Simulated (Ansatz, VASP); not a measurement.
## Cs3Bi2I9 in two plane-wave programs

Aim: how closely do two programs agree when they are given the same cell, functional and k mesh? The cell is taken from a series of runs on this material, whose earlier steps may have relaxed, scaled, displaced or heated it; both programs get it as it stands.

Program: Ansatz 0.2.0. Level of theory: plane waves, with VASP 6.6.1 beside it; single point at PBEsol. Results are calculated unless marked as measured.

### Step 1. The structure

Symmetry: P6_3/mmc, No. 194, hexagonal system. Conventional cell: a = 8.404 Å, b = 8.404 Å, c = 21.183 Å, α = 90.00°, β = 90.00°, γ = 120.00°. Nearest to Cs lie 12 I at 4.20 to 4.25 Å. Nearest to Cs lie 12 I at 4.20 to 4.30 Å. Nearest to Bi lie 6 I at 2.93 to 3.24 Å. I has 1 Bi at 2.93 Å and 4 Cs at 4.20 to 4.30 Å nearest. Nearest to I lie 2 Bi at 3.24 Å and 4 Cs at 4.20 to 4.25 Å. Farther neighbours and most contacts between anions are not listed.

### Step 2. Ansatz: single point, PBEsol

Ansatz runs on PAW files that the input asks for by source.

A single point gives forces, pressure and levels at one fixed geometry, so differences don't come from the geometry; what else differs is listed under the comparison.

input.yaml

```yaml
crystal:
  lattice:
    - [8.404, 0.0, 0.0]
    - [-4.202, 7.2780774934, 0.0]
    - [0.0, 0.0, 21.183]
  atoms:
    - { symbol: Cs, position: [0.3333333333, 0.6666666667, 0.0819] }
    - { symbol: Cs, position: [0.6666666667, 0.3333333333, 0.5819] }
    - { symbol: Cs, position: [0.3333333333, 0.6666666667, 0.4181] }
    - { symbol: Cs, position: [0.6666666667, 0.3333333333, 0.9181] }
    - { symbol: Cs, position: [0.0, 0.0, 0.25] }
    - { symbol: Cs, position: [0.0, 0.0, 0.75] }
    - { symbol: Bi, position: [0.3333333333, 0.6666666667, 0.8454] }
    - { symbol: Bi, position: [0.6666666667, 0.3333333333, 0.3454] }
    - { symbol: Bi, position: [0.3333333333, 0.6666666667, 0.6546] }
    - { symbol: Bi, position: [0.6666666667, 0.3333333333, 0.1546] }
    - { symbol: I, position: [0.8369, 0.6738, 0.0805] }
    - { symbol: I, position: [0.1631, 0.8369, 0.5805] }
    - { symbol: I, position: [0.3262, 0.1631, 0.0805] }
    - { symbol: I, position: [0.1631, 0.3262, 0.5805] }
    - { symbol: I, position: [0.8369, 0.1631, 0.0805] }
    - { symbol: I, position: [0.6738, 0.8369, 0.5805] }
    - { symbol: I, position: [0.3262, 0.1631, 0.4195] }
    - { symbol: I, position: [0.1631, 0.8369, 0.9195] }
    - { symbol: I, position: [0.8369, 0.6738, 0.4195] }
    - { symbol: I, position: [0.6738, 0.8369, 0.9195] }
    - { symbol: I, position: [0.8369, 0.1631, 0.4195] }
    - { symbol: I, position: [0.1631, 0.3262, 0.9195] }
    - { symbol: I, position: [0.4929, 0.9858, 0.25] }
    - { symbol: I, position: [0.5071, 0.4929, 0.75] }
    - { symbol: I, position: [0.0142, 0.5071, 0.25] }
    - { symbol: I, position: [0.5071, 0.0142, 0.75] }
    - { symbol: I, position: [0.4929, 0.5071, 0.25] }
    - { symbol: I, position: [0.9858, 0.4929, 0.75] }
kpoints:
  mp_grid: { grid: [3, 3, 1] }
scf:
  occupations: { method: fermi_dirac, width: 0.02 }
  n_extra_bands: 18
hamiltonian:
  xc: pbesol
  pseudopotentials: { kind: paw, source: ansatz }
output:
  forces: true
  core_levels:
    shells: { Cs: ["3d"], Bi: ["4f"], I: ["3d"] }
    counted_from: conduction_bottom
    add_spin: false
```

Started as:

```console
$ ansatz run input.yaml --threads 4 --pin off --max-ram 10240MiB --backend cpu --events-out ev --progress --plain --runs-dir out
```

Numbers of over 12 decimals in the logs are rounded to 6 here.

The program printed:

```text
scf.n_extra_bands = 18 over 226 filled bands (N_el = 452.0): the run solves 244 bands
Engine: ansatz 0.2.0, aarch64-unknown-linux-gnu
Pseudopotentials: kind: paw
Pseudopotential: Cs, paw, valence charge 9, recommended cutoff 520 eV (normal), Cs.paw.azcp
Pseudopotential: Bi, paw, valence charge 23, recommended cutoff 500 eV (normal), Bi.paw.azcp
Pseudopotential: I, paw, valence charge 17, recommended cutoff 520 eV (normal), I.paw.azcp
Functional definition: PBEsol
  exchange = pbesol_x
  correlation = pbesol_c
Crystal: 28 atoms, lattice volume = 1295.657 Å³
Basis set: ecut = 520 eV, 34927 PW (Γ), exchange–correlation on 128×128×320 points (8 copies of the dense FFT grid, shifted against one another)
Bands: 244, of which v1, the nominal top of the filled ones, is band 226 counted from 1 (225 counted from 0)
Symmetry: 24 space group operations
Space group: P63/mmc (ITA 194), of the structure as read, at distance tolerance 1.1e-4 Å
k-points: 3 of 9
Non-local potential: Cs, projectors of the file, l = 0: 3, l = 1: 2, l = 2: 2, l = 3: 3
Non-local potential: Bi, projectors of the file, l = 0: 3, l = 1: 3, l = 2: 3, l = 3: 2
Non-local potential: I, projectors of the file, l = 0: 2, l = 1: 2, l = 2: 3, l = 3: 2
PAW form: soft (Blöchl's): semilocal exchange-correlation on the pseudo side does not see the compensation charge
PAW frozen core: Cs, regenerated for the run's functional, and the local potential with it (the file was generated under x = pbe(κ = 0.804, μ = 0.219515), c = pbe(β = 0.066725))
PAW frozen core: Bi, regenerated for the run's functional, and the local potential with it (the file was generated under x = pbe(κ = 0.804, μ = 0.219515), c = pbe(β = 0.066725))
PAW frozen core: I, regenerated for the run's functional, and the local potential with it (the file was generated under x = pbe(κ = 0.804, μ = 0.219515), c = pbe(β = 0.066725))
PAW one-centre angular grid: Cs, 194 points (default); XC on 64 Gauss nodes
PAW one-centre angular grid: Bi, 590 points (default); XC on 64 Gauss nodes
PAW one-centre angular grid: I, 590 points (default); XC on 64 Gauss nodes
Initial density: superposition of atomic densities (chi_scale 0.1, normalization cell, long waves kept (reshape's long-wave potential 0.07 eV rms))
Initial wavefunctions: pseudopotential atomic-orbital guess
Functional: x = pbesol(κ = 0.804, μ = 0.123457), c = pbesol(β = 0.046)
SCF iter   1: F=—  HF=-231192.485279 eV  |F-HF|=—  |Δ(HF+E_count)|=         —  Δρ=3.17e-2  dr2=3.22e1  ethr=3.10e-3  ⟨swp⟩=15.7  Hψ=5095  notcnv=0  defer=2
preconditioner: auto → Resta (q_TF=auto, 2.289 Å⁻¹)  ε∞=3.7  [insulator: Δε(μ)=1.626 eV  Ē_g=8.563 eV  σ=0.020 eV  W_gap=1.00  n_scr=248 (ndim 8)  ℏωp=14.1 eV  f_vac=0.057  D(μ)=0.00/eV (n_scr^D=0)  ε∞_Penn≈3.7]
SCF iter   2: F=—  HF=-231182.982389 eV  |F-HF|=—  |Δ(HF+E_count)|=    9.50e0  Δρ=1.15e-2  dr2=5.51e0  ethr=3.10e-3  ⟨swp⟩=6.0  Hψ=2119  notcnv=0  defer=37
SCF iter   3: F=—  HF=-231180.708146 eV  |F-HF|=—  |Δ(HF+E_count)|=    2.27e0  Δρ=4.78e-3  dr2=1.18e0  ethr=1.22e-3  ⟨swp⟩=4.0  Hψ=1090  notcnv=0  defer=37
SCF iter   4: F=—  HF=-231180.202649 eV  |F-HF|=—  |Δ(HF+E_count)|=   5.05e-1  Δρ=2.53e-3  dr2=1.11e-1  ethr=2.61e-4  ⟨swp⟩=4.7  Hψ=1320  notcnv=0  defer=37
SCF iter   5: F=—  HF=-231180.182737 eV  |F-HF|=—  |Δ(HF+E_count)|=   1.99e-2  Δρ=1.29e-3  dr2=1.72e-2  ethr=2.46e-5  ⟨swp⟩=4.7  Hψ=1836  notcnv=0  defer=38
SCF iter   6: F=—  HF=-231180.180013 eV  |F-HF|=—  |Δ(HF+E_count)|=   2.72e-3  Δρ=3.97e-4  dr2=1.75e-3  ethr=3.81e-6  ⟨swp⟩=3.7  Hψ=1662  notcnv=0  defer=38
SCF iter   7: F=—  HF=-231180.180867 eV  |F-HF|=—  |Δ(HF+E_count)|=   8.54e-4  Δρ=1.67e-4  dr2=4.05e-4  ethr=3.87e-7  ⟨swp⟩=3.7  Hψ=1817  notcnv=0  defer=38
SCF iter   8: F=—  HF=-231180.180846 eV  |F-HF|=—  |Δ(HF+E_count)|=   2.02e-5  Δρ=3.00e-5  dr2=1.66e-5  ethr=8.95e-8  ⟨swp⟩=3.3  Hψ=1633  notcnv=0  defer=38
SCF iter   9: F=—  HF=-231180.181710 eV  |F-HF|=—  |Δ(HF+E_count)|=   8.64e-4  Δρ=9.65e-6  dr2=1.79e-6  ethr=3.68e-9  ⟨swp⟩=4.0  Hψ=1638  notcnv=0  defer=38
SCF iter  10: F=—  HF=-231180.181712 eV  |F-HF|=—  |Δ(HF+E_count)|=   2.41e-6  Δρ=3.85e-6  dr2=2.81e-7  ethr=3.96e-10  ⟨swp⟩=3.7  Hψ=1632  notcnv=0  defer=38
SCF iter  11: F=-231180.181713 eV  HF=-231180.181713 eV  |F-HF|=2.45e-8  |Δ(HF+E_count)|=   3.37e-7  Δρ=1.57e-6  dr2=3.36e-8  ethr=2.21e-11  ⟨swp⟩=26.0  Hψ=7106  notcnv=0
SCF 1 converged in 11 iterations: F = -231180.181713 eV  dr2 = 3.36e-8
  greatest PAW one-centre occupation: 1.000 electrons in one spin orbital (limit 2), on the Bi atom at site 9 (counted from 0), in its partial waves of l = 0
── core hole 1/5: 3d of Cs 0 ──
── 3d of Cs 0: 725.970 eV over the cell without the hole, in 18 iterations ──
── core hole 2/5: 3d of Cs 4 ──
── 3d of Cs 4: 726.037 eV over the cell without the hole, in 16 iterations ──
── core hole 3/5: 4f of Bi 6 ──
[...]
atom  26  I     -0.00000000    -0.09458987     0.00000000
  atom  27  I      0.08191723    -0.04729493     0.00000000
  atom  28  I      0.08191723     0.04729493     0.00000000
  max |Σ_I F_I| component: 1.11e-16 eV/Å
--- Band table (eV) ---
  k-point 0: bands = [... 222 lower, 4.1764, 4.2282, 4.2282, 4.3284, 6.5124, 6.7368, 6.8253, 7.0598, ... 14 higher]
  k-point 1: bands = [... 222 lower, 4.1286, 4.2051, 4.2347, 4.3955, 6.8786, 6.9060, 7.2145, 7.3577, ... 14 higher]
  k-point 2: bands = [... 222 lower, 4.0307, 4.0307, 4.4656, 4.4656, 7.0690, 7.1886, 7.4454, 7.4454, ... 14 higher]
--- Core levels from the conduction bottom, as differences alone (as output.core_levels.counted_from types it; a hole's nearest image at 8.4 Å) ---
  the holes have no spin, as output.core_levels.add_spin types it
  atom         alike  shell      binding/eV   shift/eV difference/eV images/eV   SCF
  Cs 0             4     3d               –     +0.000       725.970         –    18
  Cs 4             2     3d               –     +0.067       726.037         –    16
  Bi 6             4     4f               –     +0.000       159.182         –    29
  I 10            12     3d               –     +0.000       619.862         –    19
  I 22             6     3d               –     +0.065       619.927         –    13
  the dataset of Cs with a 3d hole: scattering error 0.014 eV; free atom: scalar-relativistic, large components (the file's core density is near none of the free atoms compared)
  the two lines of Cs's 3d: 3d3/2 +8.338 eV and 3d5/2 -5.559 eV off its levels, 2 : 3 in strength
  the dataset of Bi with a 4f hole: scattering error 0.007 eV; free atom: Dirac core, large and small components
  the two lines of Bi's 4f: 4f5/2 +3.001 eV and 4f7/2 -2.251 eV off its levels, 3 : 4 in strength
  the dataset of I with a 3d hole: scattering error 0.003 eV; free atom: Dirac core, large and small components
  the two lines of I's 3d: 3d3/2 +6.869 eV and 3d5/2 -4.579 eV off its levels, 2 : 3 in strength
```

[end of part 1 of 2]

[Lines on the potential files, build, host, timing and source positions are cut from VASP's logs without a mark.]

[Logs are printed without paths, hosts, clocks, repeated set-up lines and the standing remarks that a program may print on its own settings, such as how far it seeks lower states.]

[Hosts, paths, dates, database ids (printed as entryN), source tags and the programs' standing remarks are cut or masked in the printed files.]
